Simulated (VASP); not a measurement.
OSZICAR of a VASP run on ZnCu (space group Pm-3m):

**OSZICAR**
```
       N       E                     dE             d eps       ncg     rms          rms(c)
DAV:   1     0.811952141347E+02    0.81195E+02   -0.84409E+03    38   0.165E+03
DAV:   2    -0.255653942014E+01   -0.83752E+02   -0.82726E+02    30   0.252E+02
DAV:   3    -0.443901154083E+01   -0.18825E+01   -0.18341E+01    37   0.458E+01
DAV:   4    -0.444883471774E+01   -0.98232E-02   -0.96930E-02    30   0.289E+00
DAV:   5    -0.444897949177E+01   -0.14477E-03   -0.14477E-03    44   0.401E-01    0.633E+00
DAV:   6    -0.425104130501E+01    0.19794E+00   -0.10592E+00    30   0.181E+01    0.302E+00
DAV:   7    -0.422332220853E+01    0.27719E-01   -0.12040E-01    30   0.966E+00    0.214E+00
DAV:   8    -0.421286461953E+01    0.10458E-01   -0.23847E-02    30   0.306E+00    0.270E-01
DAV:   9    -0.421261615754E+01    0.24846E-03   -0.53200E-04    30   0.517E-01    0.337E-02
DAV:  10    -0.421261883276E+01   -0.26752E-05   -0.61512E-05    30   0.148E-01    0.254E-02
DAV:  11    -0.421261737160E+01    0.14612E-05   -0.62466E-06    30   0.505E-02    0.403E-03
DAV:  12    -0.421261723272E+01    0.13888E-06   -0.54588E-07    15   0.133E-02
   1 F= -.42126172E+01 E0= -.41596158E+01  d E =-.106003E+00
```

Question: Which electronic solver shows in the log?

Answer: It is blocked Davidson (ALGO = Normal, or the opening steps of other solvers). The INCAR had ALGO = Normal.

Question: Can the final energy be trusted as converged?

Answer: The run converged. It stopped with EDIFF = 1E-6, NELM = 100 (PBE GGA, plane waves, VASP's PBE PAW potentials (set 64)).

The structure comes from a computed database's ZnCu entry; how it stands against other phases isn't given here. The cell was not relaxed at this level. The k-mesh is coarse (spacing up to 2.17 per Å, 2π included), so the numbers may not be converged in it. The run is one of a series of settings (KPOINTS 1×1×1 Γ-centred mesh against the base run), some of them coarse on purpose. The electron count is odd and the run is not spin-polarised, which forces a metal.
